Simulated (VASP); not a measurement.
Data:

```
CELL_PARAMETERS angstrom
     10.93707     0.00000     0.00000
      0.00000    10.93707     0.00000
      0.00000     0.00000    10.93707
ATOMIC_POSITIONS crystal
  Si 0.50000 0.00000 0.00000
  Si 0.62500 0.12500 0.12500
  Si 0.75000 0.25000 0.00000
  Si 0.87500 0.37500 0.12500
  Si 0.75000 0.00000 0.25000
  Si 0.87500 0.12500 0.37500
  Si 0.00000 0.00000 0.00000
  Si 0.12500 0.12500 0.12500
  Si 0.25000 0.25000 0.00000
  Si 0.37500 0.37500 0.12500
  Si 0.50000 0.50000 0.00000
  Si 0.62500 0.62500 0.12500
  Si 0.75000 0.75000 0.00000
  Si 0.87500 0.87500 0.12500
  Si 0.25000 0.00000 0.25000
  Si 0.37500 0.12500 0.37500
  Si 0.50000 0.25000 0.25000
  Si 0.62057 0.37168 0.37634
  Si 0.75000 0.50000 0.25000
  Si 0.87500 0.62500 0.37500
  Si 0.50000 0.00000 0.50000
  Si 0.62500 0.12500 0.62500
  Si 0.75000 0.25000 0.50000
  Si 0.87500 0.37500 0.62500
  Si 0.75000 0.00000 0.75000
  Si 0.87500 0.12500 0.87500
  Si 0.00000 0.50000 0.00000
  Si 0.12500 0.62500 0.12500
  Si 0.25000 0.75000 0.00000
  Si 0.37500 0.87500 0.12500
  Si 0.00000 0.25000 0.25000
  Si 0.12500 0.37500 0.37500
  Si 0.25000 0.50000 0.25000
  Si 0.37072 0.62222 0.37282
  Si 0.50000 0.75000 0.25000
  Si 0.62500 0.87500 0.37500
  Si 0.00000 0.00000 0.50000
  Si 0.12500 0.12500 0.62500
  Si 0.25000 0.25000 0.50000
  Si 0.37826 0.37049 0.62154
  Si 0.62763 0.62226 0.62447
  Si 0.75000 0.75000 0.50000
  Si 0.87500 0.87500 0.62500
  Si 0.25000 0.00000 0.75000
  Si 0.37500 0.12500 0.87500
  Si 0.50000 0.25000 0.75000
  Si 0.62500 0.37500 0.87500
  Si 0.75000 0.50000 0.75000
  Si 0.87500 0.62500 0.87500
  Si 0.00000 0.75000 0.25000
  Si 0.12500 0.87500 0.37500
  Si 0.00000 0.50000 0.50000
  Si 0.12500 0.62500 0.62500
  Si 0.25000 0.75000 0.50000
  Si 0.37500 0.87500 0.62500
  Si 0.00000 0.25000 0.75000
  Si 0.12500 0.37500 0.87500
  Si 0.25000 0.50000 0.75000
  Si 0.37500 0.62500 0.87500
  Si 0.50000 0.75000 0.75000
  Si 0.62500 0.87500 0.87500
  Si 0.00000 0.75000 0.75000
  Si 0.12500 0.87500 0.87500
  O  0.49807 0.50037 0.49645
```
Cell charge -1.

The numbers are results of PBE GGA, VASP's PBE PAW potentials (set 64) (plane waves; VASP), not measurements. Settings: PREC = Normal, LREAL = Auto, ISYM = 0, NELECT = 259.0, EDIFF = 1E-5, 400 eV cut-off, 1×1×1 Γ-centred mesh, Gaussian smearing of 0.050 eV, potentials Si O. Starting moments (MAGMOM): 64*0.0156. The cell's moment is fixed (NUPDOWN = 1).

The cell is charged, with a uniform compensating background. The supercell is sampled at Γ alone, which is coarse: total energies, pressure and levels can be off, energies of defects by several tenths of an eV.

**Question.** The ions are relaxed. Which structure does the run end with?

**Answer.** 
```
CELL_PARAMETERS angstrom
     10.93707     0.00000     0.00000
      0.00000    10.93707     0.00000
      0.00000     0.00000    10.93707
ATOMIC_POSITIONS crystal
  Si 0.50012 0.99969 0.00406
  Si 0.62566 0.12612 0.12808
  Si 0.74977 0.25055 0.00149
  Si 0.87364 0.37458 0.12876
  Si 0.75031 0.00138 0.25305
  Si 0.86947 0.13024 0.37928
  Si 0.99985 0.99986 0.00120
  Si 0.12390 0.12387 0.12811
  Si 0.24712 0.24696 0.99789
  Si 0.37226 0.37204 0.12162
  Si 0.49981 0.49959 0.00007
  Si 0.62733 0.62721 0.12161
  Si 0.75247 0.75234 0.99782
  Si 0.87574 0.87567 0.12780
  Si 0.24984 0.99849 0.25336
  Si 0.37491 0.12547 0.37655
  Si 0.49716 0.25110 0.24987
  Si 0.60578 0.39360 0.36860
  Si 0.74844 0.50301 0.25037
  Si 0.87448 0.62533 0.37652
  Si 0.49989 0.99970 0.50075
  Si 0.62308 0.12803 0.62507
  Si 0.73622 0.26306 0.49780
  Si 0.87129 0.37634 0.62492
  Si 0.74901 0.00177 0.74985
  Si 0.87457 0.12527 0.87611
  Si 0.99975 0.49987 0.00402
  Si 0.12631 0.62540 0.12806
  Si 0.25070 0.74968 0.00138
  Si 0.37476 0.87362 0.12869
  Si 0.99852 0.24975 0.25343
  Si 0.12562 0.37471 0.37656
  Si 0.25122 0.49689 0.24991
  Si 0.39382 0.60566 0.36855
  Si 0.50319 0.74844 0.25028
  Si 0.62552 0.87448 0.37647
  Si 0.00001 0.99991 0.50146
  Si 0.12548 0.12534 0.62676
  Si 0.25104 0.25086 0.50192
  Si 0.37163 0.37140 0.63366
  Si 0.62801 0.62784 0.63202
  Si 0.74935 0.74925 0.50181
  Si 0.87467 0.87463 0.62702
  Si 0.25083 0.99795 0.74969
  Si 0.37483 0.12165 0.87660
  Si 0.49832 0.24915 0.75353
  Si 0.62486 0.37512 0.87600
  Si 0.75016 0.50171 0.75278
  Si 0.87760 0.62482 0.87635
  Si 0.00147 0.75009 0.25303
  Si 0.13034 0.86940 0.37922
  Si 0.99973 0.49976 0.50075
  Si 0.12811 0.62295 0.62513
  Si 0.26327 0.73616 0.49784
  Si 0.37652 0.87129 0.62498
  Si 0.99795 0.25068 0.74961
  Si 0.12191 0.37454 0.87647
  Si 0.24939 0.49823 0.75348
  Si 0.37535 0.62471 0.87600
  Si 0.50187 0.74996 0.75279
  Si 0.62498 0.87749 0.87631
  Si 0.00180 0.74899 0.74989
  Si 0.12535 0.87460 0.87611
  O  0.49884 0.49878 0.41242
```
Cell charge -1. The cell ends with 1.00 μB, on the first 30 sites 0.00 0.00 0.00 0.00 0.00 0.00 0.00 0.00 0.00 0.00 0.00 0.00 0.00 0.00 0.00 0.00 0.00 0.00 0.00 0.00 0.00 0.00 0.00 0.00 0.00 0.00 0.00 0.00 0.00 0.00 μB.

**Question.** How much energy does the relaxation gain?

**Answer.** The energy (σ→0) changes by -22.7 meV/atom, in 56 ionic steps.

The cell is a supercell with a defect, built from Si (diamond): O_Si, charge -1.
